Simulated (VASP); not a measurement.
PtPb, 4 atoms in the cell. The structure is hexagonal, space group P6_3/mmc (No. 194). Conventional cell: a = 3.773 Å, b = 3.773 Å, c = 7.164 Å, α = 90.00°, β = 90.00°, γ = 120.00°. Pt (site symmetry -6m2) has 6 Pb at 2.82 Å as nearest neighbours. Around Pb (site symmetry -3m) lie 6 Pt at 2.82 Å. 

- Program: VASP 6.6.1
- Task: single point
- Functional: PBEsol
- Potentials or basis: VASP PAW PBE potentials, release 64 (Pt, Pb_d)
- Cutoff: 520 eV
- k mesh: 6 × 6 × 4
- Occupations: methfessel-paxton, width 0.1 eV
- Spin: no spin polarisation
- Dipole correction: no
- Further INCAR settings: ALGO = Normal; EDIFF = 1e-06; NBANDS = 32

Potentials or basis: VASP PAW PBE potentials, release 64 (Pt, Pb_d).

Launch:

```console
$ cat potpaw_PBE.64/Pt/POTCAR potpaw_PBE.64/Pb_d/POTCAR > POTCAR
$ mpirun -np 1 vasp_std > vasp.out
```

Hardware: 1 thread of Intel(R) Xeon(R) Platinum 8488C (Sapphire Rapids), with other jobs on the host.

Problem. Estimate the wall time of this run.

Solution. Wall time 45 s on 1 thread of Intel(R) Xeon(R) Platinum 8488C (Sapphire Rapids), on a shared host, peak memory 0.22 GiB. Counts: scf iterations 12, k points 21.
